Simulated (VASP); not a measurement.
Given:

```xyz
4
Lattice="-1.7844 1.7844 3.5961 1.7844 -1.7844 3.5961 1.7844 1.7844 -3.5961" Properties=species:S:1:pos:R:3 pbc="T T T"
Li     0.0000     0.0000     0.0000
Cu     0.0000     1.7844     1.7980
Cu     1.7844     0.0000     1.7980
Cu     0.0000     0.0000     3.5961
```

These are PBEsol GGA, VASP's PBE PAW potentials (set 64) (plane waves; VASP) values and carry that method's errors. Settings: 520 eV cut-off, 11×11×11 Γ-centred mesh, first-order Methfessel-Paxton smearing of 0.10 eV, potentials Li_sv Cu.

Q: Estimate the energy per atom (σ→0), band gap (on the k-mesh) with the smallest direct gap where there is one.

A: 
The band gap (on the k-mesh) is none (metal, semimetal or under 0.01 eV) and the energy per atom (σ→0) is -3.736 eV/atom.

The structure comes from a computed database's LiCu3 entry (I4/mmm); how it stands against other phases isn't given here. It was relaxed first. The start is the result of an earlier pass.
